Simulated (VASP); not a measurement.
Write the native input for VASP 6.6.1 that does the following.

* Task: relaxation of cell and atoms
* Functional: PBE
* Potentials or basis: VASP PAW PBE potentials, release 64 (Sr_sv, Zr_sv, O)
* Cutoff: 520 eV
* k mesh: 4 × 4 × 2
* Occupations: gaussian, width 0.15 eV
* Spin: no spin polarisation
* Further INCAR settings: PREC = Normal; ALGO = Fast; EDIFF = 0.0001; IBRION = 2; EDIFFG = -0.08; NSW = 24; ISIF = 3

The structure of SrZr2O3 lies in POSCAR:

```
SrZr2O3
1.0
    3.6531104600      0.0000000000      0.0000000000
    0.0000000000      3.6531104600      0.0000000000
    0.0000000000      0.0000000000      8.0090799200
Sr Zr O
1 2 3
Direct
    0.5000000000      0.5000000000      0.0000000000
    0.0000000000      0.0000000000      0.3333494100
    0.0000000000      0.0000000000      0.6666505900
    0.0000000000      0.5000000000      0.5000000000
    0.5000000000      0.0000000000      0.5000000000
    0.5000000000      0.5000000000      0.5000000000
```

The cell was built by a generator and needn't be a form met in nature.

These files were run (other wordings do the same):

INCAR

```
ALGO     = Fast           # electronic algorithm
EDIFF    = 1E-4           # SCF threshold, eV
EDIFFG   = -0.08          # ionic threshold
ENCUT    = 520            # plane-wave cutoff, eV
GGA      = PE             # functional
IBRION   = 2              # ionic algorithm
ISIF     = 3              # what is computed and relaxed
ISMEAR   = 0              # smearing method
KPAR     = 2            
LASPH    = T              # aspherical terms in the spheres
LCHARG   = F              # write CHGCAR
LREAL    = F              # projectors in reciprocal space
LWAVE    = F              # write WAVECAR
NELM     = 60             # most SCF steps
NSW      = 24             # ionic steps
PREC     = Normal         # precision mode
SIGMA    = 0.15           # smearing width, eV
```

KPOINTS

```
k-points
0
Gamma
  4 4 2
```

Potentials or basis: VASP PAW PBE potentials, release 64 (Sr_sv, Zr_sv, O).

Command:

```bash
$ cat potpaw_PBE.64/Sr_sv/POTCAR potpaw_PBE.64/Zr_sv/POTCAR potpaw_PBE.64/O/POTCAR > POTCAR
$ mpirun -np 2 vasp_std > vasp.out
```

It gave:

| Quantity | Value |
| --- | --- |
| Relaxed volume | 20.99 Å³/atom |
| Relaxed cell | a = 3.841 Å, b = 3.841 Å, c = 8.534 Å, α = 90.00°, β = 90.00°, γ = 90.00° |
| Space group after relaxing (to 0.05 Å) | P4/mmm (No. 123) |
| Energy gained by relaxing | 97.7 meV/atom |
| Ionic steps | 9 |
| Pressure after relaxing | -0.5 GPa |
| Largest force after relaxing | 0.061 eV/Å |
| Band gap on the k mesh | none (metal or under the smearing width) |

Caveat: the k mesh is coarse (spacing up to 0.43 Å⁻¹), so the values aren't converged; the volume moved by over 15 % at a fixed basis, so the end points are rough; the relaxation stopped at a loose force limit of 0.08 eV/Å, so its end isn't a converged minimum.

It took 68 s on 2 MPI ranks on Intel(R) Xeon(R) 6975P-C (Granite Rapids), with other jobs on the host, peak memory 0.17 GiB a rank.
